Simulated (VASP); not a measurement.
OSZICAR of a VASP run on NiSi$_{2}$ (fluorite):

**OSZICAR**
```
       N       E                     dE             d eps       ncg     rms          rms(c)
DAV:   1     0.714281202495E+02    0.71428E+02   -0.79565E+03  1464   0.140E+03
DAV:   2    -0.167982182160E+02   -0.88226E+02   -0.83041E+02  1521   0.252E+02
DAV:   3    -0.211718636506E+02   -0.43736E+01   -0.42593E+01  1883   0.634E+01
DAV:   4    -0.212570593686E+02   -0.85196E-01   -0.84993E-01  1747   0.823E+00
DAV:   5    -0.212592970727E+02   -0.22377E-02   -0.22414E-02  1909   0.143E+00    0.173E+01
DAV:   6    -0.261942263001E+02   -0.49349E+01   -0.59890E+01  1571   0.192E+02    0.257E+01
DAV:   7    -0.191235696767E+02    0.70707E+01   -0.17194E+01  1741   0.119E+02    0.421E+00
DAV:   8    -0.190300872879E+02    0.93482E-01   -0.24062E+00  2166   0.264E+01    0.265E+00
DAV:   9    -0.189846515524E+02    0.45436E-01   -0.30718E-01  1802   0.111E+01    0.662E-01
DAV:  10    -0.189812392848E+02    0.34123E-02   -0.14429E-02  1940   0.278E+00    0.255E-01
DAV:  11    -0.189812319455E+02    0.73393E-05   -0.11535E-03  1754   0.269E-01    0.610E-02
DAV:  12    -0.189812982306E+02   -0.66285E-04   -0.77480E-05  2246   0.179E-01    0.288E-02
DAV:  13    -0.189812586150E+02    0.39616E-04   -0.26715E-05  1996   0.130E-01    0.866E-03
DAV:  14    -0.189812531412E+02    0.54738E-05   -0.36489E-06  2217   0.247E-02    0.398E-03
DAV:  15    -0.189812567679E+02   -0.36268E-05   -0.71404E-07  1951   0.195E-02    0.336E-04
DAV:  16    -0.189812568630E+02   -0.95068E-07   -0.35771E-08  1048   0.181E-03
   1 F= -.18981257E+02 E0= -.18981257E+02  d E =0.000000E+00
```

**Question.** Which electronic solver shows in the log?

**Answer.** It is blocked Davidson (ALGO = Normal, or the opening steps of other solvers). The INCAR had ALGO = Normal.

**Question.** How was spin treated?

**Answer.** Without spin polarisation: there is no mag entry.

**Question.** Can the final energy be trusted as converged?

**Answer.** The run converged. It stopped with EDIFF = 1E-7, NELM = 100 (PBEsol GGA, plane waves, VASP's PBE PAW potentials (set 64)).

The compound is NiSi2 in the fluorite structure. It was relaxed first. The run is not spin-polarised, so no magnetic state was tried.
